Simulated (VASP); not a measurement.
Method: PBE GGA, VASP's PBE PAW potentials (set 64) (plane waves; VASP).

VASP input:

File POSCAR:
```
C
2.517830
  0.0000000000   0.7071069135   0.7071069135
  0.7071069135   0.0000000000   0.7071069135
  0.7071069135   0.7071069135   0.0000000000
C
2
Direct
  0.5034550000   0.5073730000   0.4927220000
  0.7465450000   0.7426270000   0.7572780000
```

**INCAR**
```
! general
SYSTEM  =  C
PREC    =  Accurate
ENCUT   =  400
LREAL   =  .FALSE.
LASPH   =  .TRUE.

! electronic loop
EDIFF   =  1E-6
NELM    =  100
ALGO    =  Normal

! smearing
ISMEAR  =  0
SIGMA   =  0.01

! functional
GGA     =  PE

! ions
ISIF    =  2

! output
LWAVE   =  .FALSE.
LCHARG  =  .FALSE.
```

**KPOINTS**
```
Automatic mesh
0
Gamma
9 9 9
0 0 0
```

POTCAR, in this order: C (PBE.64 set). Program: vasp_std.

At this cut-off the stress carries a Pulay error, which pulls relaxed volumes low.

Q: What does the run give for the energy per atom (σ→0), pressure, largest force?

A: 
The energy per atom (σ→0) is -9.080 eV/atom and the pressure is 10.2 kbar. The largest force comes out as 1.534 eV/Å.

OSZICAR:
```
...
DAV:   5    -0.188012095690E+02   -0.20746E-07   -0.20746E-07  6040   0.319E-03    0.565E+00
DAV:   6    -0.183221260839E+02    0.47908E+00   -0.36064E-01  6128   0.478E+00    0.342E+00
DAV:   7    -0.181593061091E+02    0.16282E+00   -0.40397E-01  7000   0.516E+00    0.787E-01
DAV:   8    -0.181605999429E+02   -0.12938E-02   -0.18035E-03  6032   0.478E-01    0.469E-02
DAV:   9    -0.181606192476E+02   -0.19305E-04   -0.12865E-04  8688   0.996E-02    0.284E-02
DAV:  10    -0.181606324477E+02   -0.13200E-04   -0.13712E-05  6072   0.431E-02    0.640E-03
DAV:  11    -0.181606322658E+02    0.18183E-06   -0.46019E-08  4040   0.239E-03
   1 F= -.18160632E+02 E0= -.18160632E+02  d E =-.103309-110
```

The structure comes from a computed database's C entry; how it stands against other phases isn't given here. The cell was not relaxed at this level, atoms are displaced from their ideal sites. The run is one of a series of settings (AEXX removed, HFSCREEN removed, ISYM removed, LHFCALC removed, PRECFOCK removed against the base run), some of them coarse on purpose.
